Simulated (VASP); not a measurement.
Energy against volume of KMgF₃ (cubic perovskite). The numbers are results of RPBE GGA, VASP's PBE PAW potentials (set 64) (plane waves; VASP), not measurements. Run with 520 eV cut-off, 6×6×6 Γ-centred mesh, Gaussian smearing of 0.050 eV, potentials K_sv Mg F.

```json
[
 {"V (Å³/atom)": "13.619", "E (eV/atom)": "-4.64433"},
 {"V (Å³/atom)": "14.040", "E (eV/atom)": "-4.64771"},
 {"V (Å³/atom)": "14.461", "E (eV/atom)": "-4.64648"},
 {"V (Å³/atom)": "14.882", "E (eV/atom)": "-4.64132"}
]
```

Question: Fit these four points and predict the energy of the run at 13.198 Å³/atom.

Answer: A cubic in V^(−2/3), the third-order Birch-Murnaghan form, passes through the four points with V0 = 14.13 Å³/atom and B0 = 57 GPa, and gives -4.6355 eV/atom there. The run gave -4.6354 eV/atom, +0.1 meV/atom from the fit; all five points give B0 = 57 GPa.

The compound is KMgF3 in the cubic perovskite structure. It was relaxed first, which changed the volume by +11 %.
